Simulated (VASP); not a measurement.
All values below come from PBE GGA, VASP's PBE PAW potentials (set 64) (plane waves; VASP 6.6.1).

VASP input:

INCAR:
```
SYSTEM = Tc3Ag
PREC = Accurate
ENCUT = 300
EDIFF = 1E-6
NELM = 100
ALGO = Normal
LREAL = .FALSE.
LASPH = .TRUE.
ISMEAR = -1
SIGMA = 0.1
GGA = PE
LMAXMIX = 4
LWAVE = .FALSE.
LCHARG = .FALSE.
ISIF = 2
```

KPOINTS:
```
Automatic mesh
0
G
7 7 7
```

**POSCAR**
```
Tc3Ag
3.3782460
  0.0000000000   1.0000000000   1.0000000000
  1.0000000000   0.0000000000   1.0000000000
  1.0000000000   1.0000000000   0.0000000000
Ag Tc
1 3
Cart
  0.0000000000   0.0000000000   0.0000000000
  1.0000000000   1.0000000000   1.0000000000
  0.5000000000   0.5000000000   0.5000000000
  1.5000000000   1.5000000000   1.5000000000
```

POTCAR, in this order: Ag Tc_pv (PBE.64 set). Program: vasp_std.

The run wrote:

**OUTCAR**
```
 ion  position               nearest neighbor table
   1  0.000  0.000  0.000-   4 2.93   4 2.93   4 2.93   3 2.93   3 2.93   3 2.93   4 2.93   3 2.93
                             2 3.38   2 3.38   2 3.38   2 3.38   2 3.38   2 3.38
   2  0.500  0.500  0.500-   3 2.93   3 2.93   3 2.93   4 2.93   4 2.93   4 2.93   4 2.93   3 2.93
                             1 3.38   1 3.38   1 3.38   1 3.38   1 3.38   1 3.38
   3  0.250  0.250  0.250-   1 2.93   1 2.93   1 2.93   2 2.93   2 2.93   2 2.93   2 2.93   1 2.93
                             4 3.38   4 3.38   4 3.38   4 3.38   4 3.38   4 3.38
   4  0.750  0.750  0.750-   2 2.93   2 2.93   2 2.93   1 2.93   1 2.93   1 2.93   2 2.93   1 2.93
                             3 3.38   3 3.38   3 3.38   3 3.38   3 3.38   3 3.38
  LATTYP: Found a face centered cubic cell.
 ALAT       =     6.7564920000
 Subroutine PRICEL returns:
 Original cell was already a primitive cell.
 Subroutine GETGRP returns: Found 48 space group operations
The static configuration has the point symmetry O_h .
The dynamic configuration has the point symmetry O_h .
 Subroutine INISYM returns: Found 48 space group operations
 Subroutine IBZKPT returns following result:
 Found     20 irreducible k-points:

 Following reciprocal coordinates:
            Coordinates               Weight
  0.000000  0.000000  0.000000      1.000000
  0.142857  0.000000  0.000000      8.000000
  0.285714  0.000000  0.000000      8.000000
...
```

File OSZICAR:
```
       N       E                     dE             d eps       ncg     rms          rms(c)
DAV:   1     0.416633199802E+03    0.41663E+03   -0.22383E+04  1448   0.107E+03
DAV:   2    -0.163753123566E+02   -0.43301E+03   -0.42096E+03  1332   0.364E+02
DAV:   3    -0.318711212714E+02   -0.15496E+02   -0.15008E+02  1618   0.708E+01
DAV:   4    -0.322207578425E+02   -0.34964E+00   -0.34670E+00  1344   0.924E+00
DAV:   5    -0.322304132184E+02   -0.96554E-02   -0.96394E-02  1478   0.136E+00    0.175E+01
DAV:   6    -0.299024978990E+02    0.23279E+01   -0.12458E+01  1370   0.251E+01    0.736E+00
DAV:   7    -0.314363783298E+02   -0.15339E+01   -0.13527E+01  1462   0.189E+01    0.129E+01
DAV:   8    -0.294865662147E+02    0.19498E+01   -0.52289E+00  1448   0.106E+01    0.267E+00
DAV:   9    -0.294786849695E+02    0.78812E-02   -0.23469E-01  1492   0.316E+00    0.908E-01
DAV:  10    -0.294725362917E+02    0.61487E-02   -0.26236E-02  1482   0.126E+00    0.295E-01
DAV:  11    -0.294722517394E+02    0.28455E-03   -0.27778E-03  1456   0.399E-01    0.937E-02
DAV:  12    -0.294722712054E+02   -0.19466E-04   -0.26113E-04  1362   0.971E-02    0.245E-02
DAV:  13    -0.294722673877E+02    0.38177E-05   -0.63595E-05  1362   0.698E-02    0.496E-03
DAV:  14    -0.294722667943E+02    0.59341E-06   -0.36864E-06  1020   0.110E-02
   1 F= -.29472267E+02 E0= -.29370872E+02  d E =-.202791E+00
```

### OUTCAR
```
------------------------ aborting loop because EDIFF is reached ----------------------------------------
  FORCE on cell =-STRESS in cart. coord.  units (eV):
  Direction    XX          YY          ZZ          XY          YZ          ZX
  --------------------------------------------------------------------------------------
  Total      -15.4346916    -15.4346916    -15.4346916     -0.0000000     -0.0000000     -0.0000000
  in kB     -320.7042614   -320.7042614   -320.7042614     -0.0000000     -0.0000000     -0.0000000
  external PRESSURE =    -320.7042614 kB  Pullay stress =       0.0000000 kB
  volume of cell :       77.11
      direct lattice vectors                 reciprocal lattice vectors
     0.000000000  3.378246000  3.378246000    -0.148005799  0.148005799  0.148005799
     3.378246000  0.000000000  3.378246000     0.148005799 -0.148005799  0.148005799
     3.378246000  3.378246000  0.000000000     0.148005799  0.148005799 -0.148005799
 POSITION                                       TOTAL-FORCE (eV/Angst)
 -----------------------------------------------------------------------------------
      0.00000      0.00000      0.00000        -0.000000     -0.000000     -0.000000
      3.37825      3.37825      3.37825        -0.000000     -0.000000     -0.000000
      1.68912      1.68912      1.68912        -0.000000      0.000000     -0.000000
      5.06737      5.06737      5.06737         0.000000      0.000000      0.000000
 -----------------------------------------------------------------------------------
    total drift:                                0.000000      0.000000      0.000000
  FREE ENERGIE OF THE ION-ELECTRON SYSTEM (eV)
  ---------------------------------------------------
  free  energy   TOTEN  =       -29.4722667943 eV

  energy  without entropy=      -29.2694762445  energy(sigma->0) =      -29.37087152
```
(Selected blocks of OUTCAR.)

**OUTCAR**
```
 val. band max:        8.0221436757   @ k =  -0.2857   0.1429   0.0000

 cond. band min:       8.0658714486   @ k =  -0.4286   0.2857   0.1429


 Fermi energy:         8.0459908273

 k-point     1 :       0.0000    0.0000    0.0000
  band No.  band energies     occupation
      1     -31.1902      2.00000
      2     -31.1902      2.00000
      3     -31.1902      2.00000
      4     -30.7867      2.00000
      5     -30.7867      2.00000
      6     -30.7867      2.00000
      7     -30.6951      2.00000
      8     -30.6951      2.00000
      9     -30.6951      2.00000
     10       1.6123      2.00000
     11       3.2547      2.00000
     12       3.2547      2.00000
     13       3.6708      2.00000
     14       3.6708      2.00000
     15       3.6708      2.00000
     16       5.7257      2.00000
     17       5.7257      2.00000
     18       5.7257      2.00000
     19       6.1475      2.00000
     20       6.1475      2.00000
     21       6.2197      2.00000
     22       6.2197      2.00000
     23       6.2197      2.00000
     24       8.6284      0.00589
     25       8.6284      0.00589
     26       9.0646      0.00008
     27       9.0646      0.00008
     28       9.1382      0.00004
     29       9.1382      0.00004
     30       9.1382      0.00004

 k-point     2 :       0.1429    0.0000    0.0000
  band No.  band energies     occupation
      1     -31.1928      2.00000
      2     -31.1928      2.00000
      3     -31.1902      2.00000
      4     -30.7814      2.00000
      5     -30.7814      2.00000
      6     -30.7751      2.00000
      7     -30.7061      2.00000
      8     -30.6972      2.00000
      9     -30.6972      2.00000
     10       1.8590      2.00000
     11       3.3437      2.00000
     12       3.3437      2.00000
     13       3.6165      2.00000
     14       3.6686      2.00000
     15       3.6686      2.00000
     16       5.5929      2.00000
     17       5.5929      2.00000
     18       5.6075      2.00000
...
```

At this cut-off the stress carries a Pulay error, which pulls relaxed volumes low.

The structure was generated: Tc3Ag was put into an ordered model structure, which need not be its known phase. The cell was not relaxed at this level.
